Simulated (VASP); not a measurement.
Write the native input for VASP 6.6.1 that does the following.

```
Task                   : single point
Functional             : LDA
Potentials or basis    : VASP PAW LDA potentials, release 64 (Se, I, K_sv)
Cutoff                 : 520 eV
k mesh                 : 4 × 4 × 4
Occupations            : gaussian, width 0.05 eV
Spin                   : no spin polarisation
Dipole correction      : no
Further INCAR settings : ALGO = Normal; EDIFF = 1e-07; NBANDS = 28
```

The structure of K3SeI lies in POSCAR:

```
K3SeI
1.0
    7.1600000000      0.0000000000      0.0000000000
    0.0000000000      7.1600000000      0.0000000000
    0.0000000000      0.0000000000      7.1600000000
Se I K
1 1 3
Direct
    0.0000000000      0.0000000000      0.0000000000
    0.5000000000      0.5000000000      0.5000000000
    0.5000000000      0.5000000000      0.0000000000
    0.5000000000      0.0000000000      0.5000000000
    0.0000000000      0.5000000000      0.5000000000
```

The cell comes from a database or a generator and needn't be the stable form of this composition.

These files were run (other wordings do the same):

INCAR

```
PREC     = Accurate       # precision mode
ENCUT    = 520            # plane-wave cutoff, eV
EDIFF    = 1E-7           # SCF threshold, eV
ISMEAR   = 0              # smearing method
SIGMA    = 0.05           # smearing width, eV
LREAL    = False          # projectors in reciprocal space
LASPH    = True           # aspherical terms in the spheres
NELM     = 100            # most SCF steps
ALGO     = Normal         # electronic algorithm
ISIF     = 2              # what is computed and relaxed
LWAVE    = False          # write WAVECAR
LCHARG   = False          # write CHGCAR
NBANDS   = 28             # bands
```

KPOINTS

```
regular mesh
0
Gamma
  4 4 4
```

Potentials or basis: VASP PAW LDA potentials, release 64 (Se, I, K_sv).

Launch:

```sh
$ cat potpaw_LDA.64/Se/POTCAR potpaw_LDA.64/I/POTCAR potpaw_LDA.64/K_sv/POTCAR > POTCAR
$ mpirun -np 1 vasp_std > vasp.out
```

Results of the run:

```json
{"Pressure": "-2.1 GPa", "Band gap on the k mesh": "0.09 eV, indirect (least direct gap 0.10 eV)"}
```

Caveat: spin-orbit coupling is left out, which moves the levels of the heavy elements.

Wall time 2.4 min on 1 thread of Intel(R) Xeon(R) Platinum 8259CL CPU @ 2.50GHz (Skylake/Cascade Lake), on a shared host, peak memory 0.37 GiB.
